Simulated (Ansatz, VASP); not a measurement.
**Two plane-wave programs on VCr2Si2**

Contents of INCAR:

```
ALGO     = Fast           # electronic algorithm
EDIFF    = 1E-6           # SCF threshold, eV
ENCUT    = 520            # plane-wave cutoff, eV
GGA      = PE             # functional
ISIF     = 2              # what is computed and relaxed
ISMEAR   = 0              # smearing method
LASPH    = True           # aspherical terms in the spheres
LCHARG   = False          # write CHGCAR
LREAL    = False          # projectors in reciprocal space
LWAVE    = False          # write WAVECAR
NBANDS   = 56             # bands
NELM     = 100            # most SCF steps
PREC     = Accurate       # precision mode
SIGMA    = 0.1595         # smearing width, eV
```

KPOINTS

```
k-points
0
Gamma
  6 6 3
```

POSCAR

```
VCr2Si2
1.0
    3.1577990000      0.0000000000      0.0000000000
    1.5789000000     -5.1361260000      0.0000000000
    0.0000000000      0.0000000000     -7.7440210000
Cr V Si
4 2 4
Direct
    0.1420000000      0.7160000000      0.9310000000
    0.8580000000      0.2840000000      0.4310000000
    0.8580000000      0.2840000000      0.0690000000
    0.1420000000      0.7160000000      0.5690000000
    0.4060000000      0.1880000000      0.7500000000
    0.5940000000      0.8120000000      0.2500000000
    0.7550000000      0.4900000000      0.7500000000
    0.2450000000      0.5100000000      0.2500000000
    0.5000000000      0.0000000000      0.0000000000
    0.5000000000      0.0000000000      0.5000000000
```

Input for Ansatz:

```yaml
crystal:
  lattice:
    - [3.157799, 0.0, 0.0]
    - [1.5789, -5.136126, 0.0]
    - [0.0, 0.0, -7.744021]
  atoms:
    - { symbol: Cr, position: [0.142, 0.716, 0.931] }
    - { symbol: Cr, position: [0.858, 0.284, 0.431] }
    - { symbol: Cr, position: [0.858, 0.284, 0.069] }
    - { symbol: Cr, position: [0.142, 0.716, 0.569] }
    - { symbol: V, position: [0.406, 0.188, 0.75] }
    - { symbol: V, position: [0.594, 0.812, 0.25] }
    - { symbol: Si, position: [0.755, 0.49, 0.75] }
    - { symbol: Si, position: [0.245, 0.51, 0.25] }
    - { symbol: Si, position: [0.5, 0.0, 0.0] }
    - { symbol: Si, position: [0.5, 0.0, 0.5] }
  symmetry: { tolerance: 0.0003 }
kpoints:
  mp_grid: { grid: [6, 6, 3], shift: [0, 0, 0] }
magnetization:
  spin_polarized: false
scf:
  occupations: { method: gaussian, width: 0.1595 }
  algorithm: direct_min
hamiltonian:
  pseudopotentials: { kind: paw }
  xc: pbe
basis:
  ecutwfc: 420
output:
  forces: true
  stress: true
  eigenvalues: true
```

The cell was built by a generator and needn't be a form met in nature.

Alike in both runs: task single point; functional PBE; k mesh 6 × 6 × 3; occupations gaussian, width 0.1595 eV; no spin polarisation.

```csv
,VASP,Ansatz
version,VASP 6.6.1,Ansatz 0.2.0
potentials or method,"VASP PAW PBE potentials, release 64 (Cr_pv, V_sv, Si)",PAW plane waves
plane-wave cutoff (eV),520,420
valence electrons in the cell,90,98
```

|  | VASP | Ansatz | Ansatz less VASP |
| --- | --- | --- | --- |
| gap on the k mesh at the Fermi level (eV) | none | none | - |
| pressure (GPa) | 19.5 | 19.5 | -0.01 |
| largest component of the traceless stress (GPa) | 3.33 | 3.38 | +0.045 |
| rms of the force components (eV/Å) | 0.843 | 0.835 | -0.0074 |

Atom by atom the forces differ by 0.009 eV/Å (rms over components). A gap of «none» marks a metal or a gap that the smearing closes. The two sets of potentials don't hold the same shells in valence.

Caveats: so large a pressure means that the cell lies far from this level's equilibrium, or that cutoff or potentials fall short (VASP); forces of over 1 eV/Å show positions far from the minimum, so gaps and moduli don't describe the material at rest. Spin polarisation is off, so any magnetic state and its effect on volume and gap are missing.
